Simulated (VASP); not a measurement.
```
Ho
1.0
    1.74731    -3.02643     0.00000
    1.74731     3.02643     0.00000
    0.00000     0.00000     5.44733
Ho
2
Cartesian
  1.74731   1.00881   1.36183
  1.74731  -1.00881   4.08550
```

Method: PBEsol GGA, VASP's PBE PAW potentials (set 64) (plane waves; VASP 6.6.1). Numerical set-up: 480 eV cut-off, 12×12×6 Γ-centred mesh, first-order Methfessel-Paxton smearing of 0.10 eV, potentials Ho_3.

The 4f electrons are frozen in the core of the lanthanide potential, so 4f levels, which can set the real gap, and their magnetism are missing.

Q: Estimate the energy per atom (σ→0), pressure, band gap (on the k-mesh) with the smallest direct gap where there is one.

A: 
```yaml
band gap (on the k-mesh): none (metal, semimetal or under 0.01 eV)
energy per atom (σ→0): -476.4 kJ/mol-atom
pressure: 1.30 GPa
```

Total energies compare only between runs with the same potentials, cut-off and functional.

The compound is Ho in the hcp structure. This cell was strained or had an atom moved on purpose.
